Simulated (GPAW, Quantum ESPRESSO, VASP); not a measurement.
**YCl3 (P1, 8 atoms in the cell) computed with different codes at matched settings**

Self-consistent single point.

```
CELL_PARAMETERS angstrom
      3.45853    -5.98236     0.00000
      3.45853     5.98236     0.00000
     -2.27692     0.00000     6.17628
ATOMIC_POSITIONS crystal
  Y  0.16775 0.83232 0.01550
  Y  0.82822 0.16184 0.00139
  Cl 0.95178 0.58792 0.23513
  Cl 0.06194 0.41646 0.77187
  Cl 0.41558 0.06017 0.76211
  Cl 0.57828 0.94611 0.24775
  Cl 0.79312 0.78219 0.73670
  Cl 0.20332 0.21298 0.22956
```

All programs got the same cell, k-point mesh and kind of occupations (in GPAW's words: kpts = 3 3 3; mesh shift (steps) = 0 0 0; occupations.name = fermi-dirac; occupations.width = 0.02 eV); potentials, basis and cutoffs are each program's usual ones.

```json
[
 {"code": "GPAW", "model": "LDA (Perdew-Wang 92), GPAW PAW datasets LDA (gpaw-data 1.0.1)", "pressure (GPa)": "-2.77", "largest force (eV/Å)": "1.203", "gap on the mesh (eV)": "4.541", "cutoff": "550 eV"},
 {"code": "VASP", "model": "LDA (PZ), VASP's LDA PAW potentials (set 64)", "pressure (GPa)": "-2.71", "largest force (eV/Å)": "1.223", "gap on the mesh (eV)": "4.541", "cutoff": "300 eV"},
 {"code": "Quantum ESPRESSO", "model": "LDA (PZ), GBRV 1.5 ultrasoft (LDA) pseudopotentials", "pressure (GPa)": "-2.50", "largest force (eV/Å)": "1.226", "gap on the mesh (eV)": "4.544", "cutoff": "40 Ry"}
]
```

Size of the force on each atom (eV/Å): Sizes of forces hide their directions.

```csv
code,Y1,Y2,Cl3,Cl4,Cl5,Cl6,Cl7,Cl8
GPAW,1.203,0.685,0.702,0.452,0.720,0.373,0.991,0.215
VASP,1.223,0.694,0.732,0.420,0.688,0.338,0.963,0.215
Quantum ESPRESSO,1.226,0.693,0.732,0.429,0.697,0.347,0.971,0.215
```

Gaps are read on the mesh. Another mesh or the band path gives a smaller gap, so these values are not converged in the mesh.

The spread over the programs that give each value: pressure within 0.27 GPa; largest force within 0.023 eV/Å; gap on the mesh within 0.003 eV.

The starting cell comes from a database of computed structures (which also holds hypothetical and non-ambient phases and stackings), without a prior relaxation at this level. Its atoms were displaced at random from the sites of space group no. 12. On GPAW's run: In the base run, forces exceed 1 eV/Å. Another mesh or the band path of this cell gives a smaller gap, so this value is not converged in the mesh.

Q: Why do the programs differ, and what cannot be compared?

A: Differences of this kind can come from the potentials, where these differ, and from what each basis and cutoff leave unconverged. The zero of total energies and Fermi levels follows the potentials and each program's conventions, so they are not compared here.

VASP's run is marked for a possible Pulay error in its stress at this cutoff; no cutoff test was made.

Left out of this page: Ansatz, ABINIT, CP2K and SIESTA (not drawn, or without a comparable value); FLEUR (stopped by limits of time or memory).

Keys are those of Ansatz 0.2.
